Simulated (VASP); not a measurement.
Input:

```
CELL_PARAMETERS angstrom
      0.00000     2.05457     2.05457
      2.05457     0.00000     2.05457
      2.05457     2.05457     0.00000
ATOMIC_POSITIONS crystal
  Ti 0.00000 0.00000 0.00000
```

All values below come from r2SCAN meta-GGA with spin-orbit coupling, VASP's PBE PAW potentials (set 64) (plane waves; VASP). Numerical set-up: 400 eV cut-off, 14×14×14 Γ-centred mesh, Gaussian smearing of 0.050 eV, potentials Ti_sv.

Problem. Give the energies of bands 9 to 19 at the high-symmetry points, in eV from the Fermi level.

Solution. 
```tsv
band	Γ	X	U	L	W
9	-6.45	-2.65	-1.75	-2.71	-1.57
10	-6.45	-2.65	-1.75	-2.71	-1.57
11	0.98	-1.79	-1.30	0.45	-0.43
12	0.98	-1.79	-1.30	0.45	-0.43
13	0.98	2.81	0.65	0.91	-0.42
14	0.98	2.81	0.65	0.91	-0.42
15	1.01	3.89	2.86	0.94	2.39
16	1.01	3.89	2.86	0.94	2.39
17	2.80	4.05	3.64	3.82	4.06
18	2.80	4.05	3.64	3.82	4.06
19	2.80	4.08	7.42	3.84	8.68
```

It has no gap at this level: it comes out as a metal or semimetal.

The structure comes from a computed database's Ti entry (Fm-3m); how it stands against other phases isn't given here. The cell was not relaxed at this level.
